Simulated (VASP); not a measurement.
Output of a VASP run:

### OSZICAR
```
       N       E                     dE             d eps       ncg     rms          rms(c)
DAV:   1    -0.158688026374E+03   -0.15869E+03   -0.31752E-02   848   0.387E-01    0.312E-01
DAV:   2    -0.159476701638E+03   -0.78868E+00   -0.38547E+00   864   0.418E+00    0.374E+00
DAV:   3    -0.158664841999E+03    0.81186E+00   -0.46909E+00   840   0.367E+00    0.204E-01
DAV:   4    -0.158679451050E+03   -0.14609E-01   -0.17009E-01   728   0.765E-01    0.798E-02
DAV:   5    -0.158680617611E+03   -0.11666E-02   -0.14493E-02   744   0.235E-01    0.454E-02
DAV:   6    -0.158680712673E+03   -0.95062E-04   -0.18737E-03   760   0.756E-02    0.385E-02
DAV:   7    -0.158680715819E+03   -0.31459E-05   -0.38202E-04   784   0.296E-02    0.317E-02
DAV:   8    -0.158680691326E+03    0.24493E-04   -0.10263E-04   672   0.187E-02    0.233E-02
DAV:   9    -0.158680670040E+03    0.21287E-04   -0.78502E-05   728   0.196E-02    0.961E-03
DAV:  10    -0.158680667503E+03    0.25363E-05   -0.23187E-05   760   0.120E-02    0.520E-03
DAV:  11    -0.158680670079E+03   -0.25760E-05   -0.74902E-06   472   0.682E-03    0.756E-03
DAV:  12    -0.158680670385E+03   -0.30551E-06   -0.14221E-06   400   0.314E-03
   1 F= -.15868067E+03 E0= -.15867951E+03  d E =-.348924E-02
```

**OUTCAR**
```
------------------------ aborting loop because EDIFF is reached ----------------------------------------
  FORCE on cell =-STRESS in cart. coord.  units (eV):
  Direction    XX          YY          ZZ          XY          YZ          ZX
  --------------------------------------------------------------------------------------
  Total       -5.9232910     -5.9232909     -1.5508955     -0.0000000      0.0000000     -0.0000000
  in kB      -12.4607155    -12.4607151     -3.2625896     -0.0000000      0.0000000     -0.0000000
  external PRESSURE =      -9.3946734 kB  Pullay stress =       0.0000000 kB
  volume of cell :      761.61
      direct lattice vectors                 reciprocal lattice vectors
     6.389804572  0.000000000  0.000000000     0.156499309 -0.090354919  0.000000000
     3.194902286  5.533733008  0.000000000     0.000000000  0.180709839  0.000000000
     0.000000000  0.000000000 21.538968305     0.000000000  0.000000000  0.046427479
 POSITION                                       TOTAL-FORCE (eV/Angst)
 -----------------------------------------------------------------------------------
      6.38980      1.86551      7.09193         0.000000      0.004935      0.002187
      3.19490      1.84458      7.10975         0.000000      0.000000      0.009797
      7.96912      4.60098      7.09193        -0.004274     -0.002467      0.002187
      4.81048      4.60098      7.09193         0.004274     -0.002467      0.002187
      0.00000      0.00000      9.39481         0.000000      0.000000      0.002375
      3.19490      0.00176      9.43835        -0.000000     -0.003652      0.009340
      1.59897      2.76599      9.43835        -0.003163      0.001826      0.009340
      4.79083      2.76599      9.43835         0.003163      0.001826      0.009340
      6.38980      1.87586     12.08709         0.000000      0.003319      0.008503
      3.19490      1.84458     12.15122         0.000000      0.000000     -0.009521
      7.96016      4.59580     12.08709        -0.002875     -0.001660      0.008503
      4.81944      4.59580     12.08709         0.002875     -0.001660      0.008503
      0.00000      0.00000     14.32043         0.000000      0.000000     -0.000651
      3.19490      0.00145     14.52561         0.000000      0.005465     -0.014524
      1.59870      2.76614     14.52561         0.004733     -0.002733     -0.014524
      4.79110      2.76614     14.52561        -0.004733     -0.002733     -0.014524
      3.19490      1.84458     15.84692         0.000000      0.000000     -0.018515
 -----------------------------------------------------------------------------------
    total drift:                                0.006522      0.003766      0.009239
  FREE ENERGIE OF THE ION-ELECTRON SYSTEM (eV)
  ---------------------------------------------------
  free  energy   TOTEN  =      -158.6806703848 eV

  energy  without entropy=     -158.6771811421  energy(sigma->0) =     -158.67950730

 total charge

# of ion       s       p       d       tot
------------------------------------------
    1        0.656   0.376   1.957   2.988
    2        0.654   0.377   1.959   2.989
    3        0.656   0.376   1.957   2.988
    4        0.656   0.376   1.957   2.988
    5        0.623   0.490   2.016   3.129
    6        0.626   0.500   2.008   3.134
    7        0.626   0.500   2.008   3.134
    8        0.626   0.500   2.008   3.134
    9        0.624   0.496   1.999   3.118
   10        0.611   0.496   1.986   3.093
   11        0.624   0.496   1.999   3.118
   12        0.624   0.496   1.999   3.118
   13        0.651   0.391   2.020   3.062
   14        0.613   0.394   1.966   2.972
   15        0.613   0.394   1.966   2.972
   16        0.613   0.394   1.966   2.972
   17        1.777   4.360   0.000   6.137
--------------------------------------------------
tot         11.870  11.410  31.767  55.047
```
(Selected blocks of OUTCAR.)

File POSCAR:
```
Hf16F
1
    6.3898045719     0.0000000000     0.0000000000
    3.1949022860     5.5337330082     0.0000000000
    0.0000000000     0.0000000000    21.5389683049
Hf F
16 1
Direct
  0.8314414803   0.3371160395   0.3292606196
  0.3333330000   0.3333330000   0.3300878104
  0.8314414803   0.8314414803   0.3292606196
  0.3371160395   0.8314414803   0.3292606196
  0.0000000000   0.0000000000   0.4361773292
  0.4998411870   0.0003176260   0.4381987867
  0.0003176260   0.4998411870   0.4381987867
  0.4998411870   0.4998411870   0.4381987867
  0.8305063506   0.3389862987   0.5611732391
  0.3333330000   0.3333330000   0.5641506065
  0.8305063506   0.8305063506   0.5611732391
  0.3389862987   0.8305063506   0.5611732391
  0.0000000000   0.0000000000   0.6648615586
  0.4998693825   0.0002612351   0.6743874061
  0.0002612351   0.4998693825   0.6743874061
  0.4998693825   0.4998693825   0.6743874061
  0.3333330000   0.3333330000   0.7357325405
```

Task: Reconstruct the remaining input files.

Result: Several could match; the one computed here: the input of the run itself, PBE GGA, plane waves, VASP's PBE PAW potentials (set 64).

File KPOINTS:
```
Automatic mesh
0
Gamma
5 5 1
0 0 0
```

**INCAR**
```
EDIFF=1E-6
ENCUT=400   ! plane-wave cut-off (eV)
NELMIN=4
LWAVE=.False.
SIGMA=0.1   ! width (eV)
LMAXMIX=6   ! l cut-off of mixed one-centre charges
ISMEAR=1
NELM=100   ! most electronic steps
LORBIT=11   ! lm-projected
LREAL=.False.
ALGO=Normal
DIPOL=0.5 0.5 0.5
LDIPOL=.True.
PREC=Normal
LCHARG=.False.
IDIPOL=3
GGA=PE   ! PBE
LVHAR=.True.
LASPH=.True.   ! aspherical one-centre terms
SYSTEM=Hf16F
```

POTCAR, in this order: Hf F (PBE.64 set). Program: vasp_std. Read from the step before: WAVECAR.

At this cut-off the stress carries a Pulay error, which pulls relaxed volumes low.

The cell is a thin slab with vacuum, built from Hf (hcp): (001) face, F adsorbed.
